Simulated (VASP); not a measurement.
**H (relaxed from the bcc structure, space group Im-3m): computed properties**

Level of theory: PBEsol GGA, VASP's PBE PAW potentials (set 64) (plane waves; VASP).

* **space group**: Im-3m (229)
* **cell**: a = 1.789 Å, b = 1.789 Å, c = 1.789 Å, α = 90.00°, β = 90.00°, γ = 90.00°
* **volume per atom**: 2.86 Å³/atom
* **band gap (over mesh and band path)**: none (metal, semimetal or under 0.01 eV)
* **Hill bulk modulus**: 121 GPa
* **Hill shear modulus**: 25.9 GPa
* **Poisson's ratio**: 0.400
* **density**: 0.58 g/cm³
* **C11**: 170 GPa
* **C12**: 95.8 GPa
* **C44**: 20.2 GPa

```cif
data_H2
_chemical_formula_sum 'H2'
_space_group_name_H-M_alt 'Im-3m'
_space_group_IT_number 229
_space_group_name_Hall '-I 4 2 3'
_cell_length_a 1.78918
_cell_length_b 1.78918
_cell_length_c 1.78918
_cell_angle_alpha 90.000
_cell_angle_beta 90.000
_cell_angle_gamma 90.000
loop_
_atom_site_label
_atom_site_type_symbol
_atom_site_symmetry_multiplicity
_atom_site_Wyckoff_symbol
_atom_site_fract_x
_atom_site_fract_y
_atom_site_fract_z
_atom_site_occupancy
H1 H 2 a 0.00000 0.00000 0.00000 1
```
(The calculation used a cell of 1 atom; values per cell refer to that cell.)

Finite-difference elastic constants of metals are sensitive to mesh and smearing; shear constants can be off by tens of GPa.

The structure was generated: H was put into the bcc type (Im-3m), which need not be its known phase. It was relaxed first. Symmetry was kept, so distortions that lower it aren't found.
